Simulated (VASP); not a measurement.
# Si (Fd-3m) in VASP: relaxation of cell and atoms with r2SCAN

Aim: the relaxation of cell and atoms of Si with r2SCAN.

All numbers are computed with VASP 6.6.1; they aren't measurements. Logs are shortened: lines on timing, memory, paths and dates and some standing lists are left out, and cuts for length are marked.

## 1. Starting point

Symmetry: Fd-3m, No. 227, cubic system. Conventional cell: a = 5.427 Å, b = 5.427 Å, c = 5.427 Å, α = 90.00°, β = 90.00°, γ = 90.00°. Si (site symmetry -43m) is surrounded by 4 Si at 2.35 Å.

## 2. Relaxation of cell and atoms, r2SCAN

INCAR

```
PREC = Accurate
ENCUT = 600
EDIFF = 1E-7
ISMEAR = 0
SIGMA = 0.02
LREAL = False
LASPH = True
NELM = 60
ALGO = Normal
ISIF = 3
LWAVE = False
LCHARG = False
METAGGA = R2SCAN
LMIXTAU = True
IBRION = 2
NSW = 80
EDIFFG = -0.004
```

KPOINTS

```
regular mesh
0
Gamma
  10 10 10
```

POSCAR

```
Si
1.0
    0.0000000000      2.7135600000      2.7135600000
    2.7135600000      0.0000000000      2.7135600000
    2.7135600000      2.7135600000      0.0000000000
Si
2
Direct
    0.7500000000      0.7500000000      0.7500000000
    0.5000000000      0.5000000000      0.5000000000
```

Potentials or basis: VASP PAW PBE potentials, release 64 (Si).

Command:

```console
> cat potpaw_PBE.64/Si/POTCAR > POTCAR
> mpirun -np 1 vasp_std > vasp.out
```

OUTCAR:

```text
PREC = Accurate
   ENCUT = 600
   EDIFF = 1E-7
   ISMEAR = 0
   LREAL = False
   LASPH = True
   NELM = 60
   ISIF = 3
   METAGGA = R2SCAN
   IBRION = 2
   NSW = 80
   EDIFFG = -0.004

 ion  position               nearest neighbor table
   1  0.750  0.750  0.750-   2 2.35   2 2.35   2 2.35   2 2.35
   2  0.500  0.500  0.500-   1 2.35   1 2.35   1 2.35   1 2.35

  LATTYP: Found a face centered cubic cell.
 ALAT       =     5.4271200000

  Lattice vectors:

 A1 = (   0.0000000000,   2.7135600000,   2.7135600000)
 A2 = (   2.7135600000,   0.0000000000,   2.7135600000)
 A3 = (   2.7135600000,   2.7135600000,   0.0000000000)

Analysis of symmetry for initial positions (statically):
=====================================================================
 Subroutine PRICEL returns:
 Original cell was already a primitive cell.

 Routine SETGRP: Setting up the symmetry group for a
 face centered cubic supercell.

 Subroutine GETGRP returns: Found 48 space group operations
 (whereof 24 operations were pure point group operations)
 out of a pool of 48 trial point group operations.

The static configuration has the point symmetry T_d .
 The point group associated with its full space group is O_h .

Analysis of symmetry for dynamics (positions and initial velocities):
=====================================================================
 Subroutine PRICEL returns:
 Original cell was already a primitive cell.

 Routine SETGRP: Setting up the symmetry group for a
 face centered cubic supercell.

 Subroutine GETGRP returns: Found 48 space group operations
 (whereof 24 operations were pure point group operations)
 out of a pool of 48 trial point group operations.

The dynamic configuration has the point symmetry T_d .
 The point group associated with its full space group is O_h .

 Subroutine INISYM returns: Found 48 space group operations
 (whereof 24 operations are pure point group operations),
 and found     1 'primitive' translations

----------------------------------------------------------------------------------------

                                     Primitive cell

  volume of cell :      39.9621

  direct lattice vectors                    reciprocal lattice vectors
     0.000000000  2.713560000  2.713560000    -0.184259792  0.184259792  0.184259792
     2.713560000  0.000000000  2.713560000     0.184259792 -0.184259792  0.184259792
     2.713560000  2.713560000  0.000000000     0.184259792  0.184259792 -0.184259792

  length of vectors
     3.837553354  3.837553354  3.837553354     0.319147321  0.319147321  0.319147321

  position of ions in fractional coordinates (direct lattice)
     0.750000000  0.750000000  0.750000000
     0.500000000  0.500000000  0.500000000

  ion indices of the primitive-cell ions
   primitive index   ion index
                 1           1
                 2           2

----------------------------------------------------------------------------------------

 KPOINTS: regular mesh

Automatic generation of k-mesh.
 Grid dimensions read from file:
 generate k-points for:   10   10   10

 Generating k-lattice:

  Cartesian coordinates                     Fractional coordinates (reciprocal lattice)
    -0.018425979  0.018425979  0.018425979     0.100000000  0.000000000  0.000000000
     0.018425979 -0.018425979  0.018425979     0.000000000  0.100000000  0.000000000
     0.018425979  0.018425979 -0.018425979     0.000000000  0.000000000  0.100000000

  Length of vectors
     0.031914732  0.031914732  0.031914732

  Shift w.r.t. Gamma in fractional coordinates (k-lattice)
     0.000000000  0.000000000  0.000000000

 Subroutine IBZKPT returns following result:
 ===========================================

 Found     47 irreducible k-points:

 Following reciprocal coordinates:
            Coordinates               Weight
  0.000000  0.000000  0.000000      1.000000
  0.100000  0.000000  0.000000      8.000000
  0.200000  0.000000  0.000000      8.000000
  0.300000  0.000000  0.000000      8.000000
  0.400000  0.000000  0.000000      8.000000
  0.500000  0.000000  0.000000      4.000000
[... 16 lines left out ...]
  0.300000  0.300000  0.000000      6.000000
  0.400000  0.300000  0.000000     24.000000
 [... further k-points ...]
   k-points           NKPTS =     47   k-points in BZ     NKDIM =     47   number of bands    NBANDS=      8
   number of dos      NEDOS =    301   number of ions     NIONS =      2
   total plane-waves  NPLWV =  32768
   dimension x,y,z NGX =    32 NGY =   32 NGZ =   32
   dimension x,y,z NGXF=    64 NGYF=   64 NGZF=   64
   ions per type =               2
   NGX,Y,Z   is equivalent  to a cutoff of  13.86, 13.86, 13.86 a.u.
   NGXF,Y,Z  is equivalent  to a cutoff of  27.73, 27.73, 27.73 a.u.
 SYSTEM =  unknown system
   PREC   = accura    normal or accurate (medium, high low for compatibility)
   ISTART =      0    job   : 0-new  1-cont  2-samecut
   ICHARG =      2    charge: 1-file 2-atom 10-const
   ISPIN  =      1    spin polarized calculation?
   LNONCOLLINEAR =      F non collinear calculations
   LSORBIT =      F    spin-orbit coupling
   LASPH  =      T    aspherical Exc in radial PAW
   ENCUT  =  600.0 eV  44.10 Ry    6.64 a.u.   7.66  7.66  7.66*2*pi/ulx,y,z
   NELM   =     60;   NELMIN=  2; NELMDL= -5     # of ELM steps
   EDIFF  = 0.1E-06   stopping-criterion for ELM
   LREAL  =      F    real-space projection
   EDIFFG = -.4E-02   stopping-criterion for IOM
   NSW    =     80    number of steps for IOM
   IBRION =      2    ionic relax: 0-MD 1-quasi-New 2-CG
   NFREE  =      1    steps in history (QN), initial steepest desc. (CG)
   ISIF   =      3    stress and relaxation
   ISYM   =      2    0-nonsym 1-usesym 2-fastsym
   POTIM  = 0.5000    time-step for ionic-motion
   TEBEG  =    0.0;   TEEND  =   0.0 temperature during run
   PSTRESS=    0.0 pullay stress
   NELECT =       8.0000    total number of electrons
   NUPDOWN=      -1.0000    fix difference up-down
   EMIN   =  10.00;   EMAX   =-10.00  energy-range for DOS
   EFERMI =   0.00;   METHOD = LEGACY
   ISMEAR =     0;   SIGMA  =   0.02  broadening in eV -4-tet -1-fermi 0-gaus
   EFERMI_NEDOS =   21; number of points for ismear=-14 and -15
   IALGO  =     38    algorithm
   IMIX   =      4    mixing-type and parameters
     AMIX     =   0.40;   BMIX     =  1.00
     AMIX_MAG =   1.60;   BMIX_MAG =  1.00
  volume/ion in A,a.u.               =      19.98       134.84
  Fermi-wavevector in a.u.,A,eV,Ry     =   0.957684  1.809760 12.478691  0.917158
  Thomas-Fermi vector in A             =   2.086724
   LORBIT       =      0    0 simple, 1 ext, 2 COOP (PROOUT), +10 PAW based schemes
   METAGGA = R2SCAN    functional components
   LHFCALC =     F    Hartree Fock is set to
   AEXX    =    0.0000 exact exchange contribution
   IVDW    =     0    specifies the selected vdW correction
   LEPSILON=     F    determine dielectric tensor
   LRPA    =     F    only Hartree local field effects (RPA)
 conjugate gradient relaxation of ions
 non-spin polarized calculation
 Gauss-broadening in eV      SIGMA  =   0.02
  energy-cutoff  :      600.00
  volume of cell :       39.96
 maximum number of plane-waves:      1363
   NGX = 15   NGY = 15   NGZ = 15

--------------------------------------- Ionic step        1  -------------------------------------------

 number of electron       7.9999999 magnetization

 Free energy of the ion-electron system (eV)
  ---------------------------------------------------
  ext. energy  EPLUGINS =         0.00000000
  ---------------------------------------------------
  free energy    TOTEN  =       -17.54899225 eV

  energy without entropy =      -17.54899225  energy(sigma->0) =      -17.54899225

------------------------ aborting loop because EDIFF is reached ----------------------------------------

  FORCE on cell =-STRESS in cart. coord.  units (eV):
  Direction    XX          YY          ZZ          XY          YZ          ZX
  --------------------------------------------------------------------------------------
  -------------------------------------------------------------------------------------
  Total        0.1736564      0.1736564      0.1736564      0.0000000      0.0000000     -0.0000000
  in kB        6.9623068      6.9623068      6.9623068      0.0000000      0.0000000     -0.0000000
  external PRESSURE =       6.9623068 kB  Pullay stress =       0.0000000 kB

 VOLUME and BASIS-vectors are now :
 -----------------------------------------------------------------------------
  energy-cutoff  :      600.00
  volume of cell :       39.96
      direct lattice vectors                 reciprocal lattice vectors
     0.000000000  2.713560000  2.713560000    -0.184259792  0.184259792  0.184259792
     2.713560000  0.000000000  2.713560000     0.184259792 -0.184259792  0.184259792
     2.713560000  2.713560000  0.000000000     0.184259792  0.184259792 -0.184259792
[... 37 lines left out ...]
 POSITION                                       TOTAL-FORCE (eV/Angst)
 -----------------------------------------------------------------------------------
      4.08739      4.08739      4.08739         0.000000      0.000000      0.000000
      2.72493      2.72493      2.72493        -0.000000     -0.000000     -0.000000
 -----------------------------------------------------------------------------------
    total drift:                               -0.000000     -0.000000     -0.000000

  FREE ENERGIE OF THE ION-ELECTRON SYSTEM (eV)
  ---------------------------------------------------
  free  energy   TOTEN  =       -17.5492112436 eV

  energy  without entropy=      -17.5492112436  energy(sigma->0) =      -17.54921124

--------------------------------------- Ionic step        3  -------------------------------------------

 number of electron       8.0000000 magnetization

 Free energy of the ion-electron system (eV)
  ---------------------------------------------------
  ext. energy  EPLUGINS =         0.00000000
  ---------------------------------------------------
  free energy    TOTEN  =       -17.54958964 eV

  energy without entropy =      -17.54958964  energy(sigma->0) =      -17.54958964

 E-fermi :   5.8041     XC(G=0):  -9.8354

 val. band max:        5.6873733770   @ k =   0.0000   0.0000   0.0000
 cond. band min:       6.4762119858   @ k =   0.4000   0.4000   0.0000
 fundamental gap:      0.7888386088
 Fermi energy:         5.8041317995

 k-point     1 :       0.0000    0.0000    0.0000
  band No.  band energies     occupation
      1      -6.8036      2.00000
      2       5.6874      2.00000
      3       5.6874      2.00000
      4       5.6874      2.00000
      5       8.4435      0.00000
      6       8.4435      0.00000
      7       8.4435      0.00000
      8       9.6152      0.00000

 k-point     2 :       0.1000    0.0000    0.0000
  band No.  band energies     occupation
      1      -6.6664      2.00000
      2       4.5220      2.00000
      3       5.4790      2.00000
      4       5.4790      2.00000
      5       8.5298      0.00000
      6       8.7514      0.00000
      7       8.7514      0.00000
      8      10.4977      0.00000
[... 221 lines left out ...]
 k-point    23 :       0.3000    0.3000    0.0000
  band No.  band energies     occupation
      1      -5.1789      2.00000
      2       1.1260      2.00000
      3       3.3452      2.00000
      4       3.3452      2.00000
      5       6.7556      0.00000
      6       8.3919      0.00000
      7      12.7829      0.00000
      8      12.7829      0.00000

 k-point    24 :       0.4000    0.3000    0.0000
  band No.  band energies     occupation
      1      -4.5361      2.00000
      2       0.0657      2.00000
      3       2.7080      2.00000
      4       3.1289      2.00000
      5       6.9527      0.00000
      6       8.2085      0.00000
      7      13.1352      0.00000
      8      13.2224      0.00000

 [... further k-points ...]

------------------------ aborting loop because EDIFF is reached ----------------------------------------

  FORCE on cell =-STRESS in cart. coord.  units (eV):
  Direction    XX          YY          ZZ          XY          YZ          ZX
  --------------------------------------------------------------------------------------
  -------------------------------------------------------------------------------------
  Total        0.0016715      0.0016715      0.0016715      0.0000000      0.0000000      0.0000000
  in kB        0.0665513      0.0665513      0.0665513      0.0000000      0.0000000      0.0000000
  external PRESSURE =       0.0665513 kB  Pullay stress =       0.0000000 kB

 VOLUME and BASIS-vectors are now :
 -----------------------------------------------------------------------------
  energy-cutoff  :      600.00
  volume of cell :       40.24
      direct lattice vectors                 reciprocal lattice vectors
     0.000000000  2.719848631  2.719848631    -0.183833760  0.183833760  0.183833760
     2.719848631  0.000000000  2.719848631     0.183833760 -0.183833760  0.183833760
     2.719848631  2.719848631 -0.000000000     0.183833760  0.183833760 -0.183833760

 POSITION                                       TOTAL-FORCE (eV/Angst)
 -----------------------------------------------------------------------------------
      4.07977      4.07977      4.07977         0.000000      0.000000      0.000000
      2.71985      2.71985      2.71985        -0.000000     -0.000000     -0.000000
 -----------------------------------------------------------------------------------
    total drift:                               -0.000000     -0.000000     -0.000000

  FREE ENERGIE OF THE ION-ELECTRON SYSTEM (eV)
  ---------------------------------------------------
  free  energy   TOTEN  =       -17.5495896424 eV

  energy  without entropy=      -17.5495896424  energy(sigma->0) =      -17.54958964

 reached required accuracy - stopping structural energy minimisation
```

Wall time 86 s (1 thread of Intel Xeon Platinum 8488C (Sapphire Rapids), shared host); peak memory 0.18 GiB.

Results:

```yaml
Free_energy: -17.5496 eV
Relaxed_volume: 20.12 Å³/atom
Relaxed_cell: a = 3.846 Å, b = 3.846 Å, c = 3.846 Å, α = 60.00°, β = 60.00°, γ = 60.00°
Space_group_after_relaxing_to_0.05_Å: Fd-3m (No. 227)
Energy_gained_by_relaxing: 0.3 meV/atom
Ionic_steps: 3
Pressure_after_relaxing: 0.0 GPa
Band_gap_on_the_k_mesh: 0.79 eV, indirect (least direct gap 2.76 eV)
```

The path:
```csv
step,energy change (eV),largest force (eV/Å),pressure (GPa),volume (Å³)
1,0.0000,0.0000,0.70,39.96
2,-0.0002,0.0000,-0.53,40.47
3,-0.0006,0.0000,0.01,40.24
```

Final structure:
```cif
data_structure
_symmetry_space_group_name_H-M 'P 1'
_symmetry_Int_Tables_number 1
_cell_length_a 3.8464
_cell_length_b 3.8464
_cell_length_c 3.8464
_cell_angle_alpha 60.000
_cell_angle_beta 60.000
_cell_angle_gamma 60.000
_cell_volume 40.24
loop_
_atom_site_label
_atom_site_type_symbol
_atom_site_fract_x
_atom_site_fract_y
_atom_site_fract_z
_atom_site_occupancy
Si1 Si 0.75000 0.75000 0.75000 1
Si2 Si 0.50000 0.50000 0.50000 1
```

Caveat: the PAW data sets were made with another functional, which shifts forces and pressure a little.
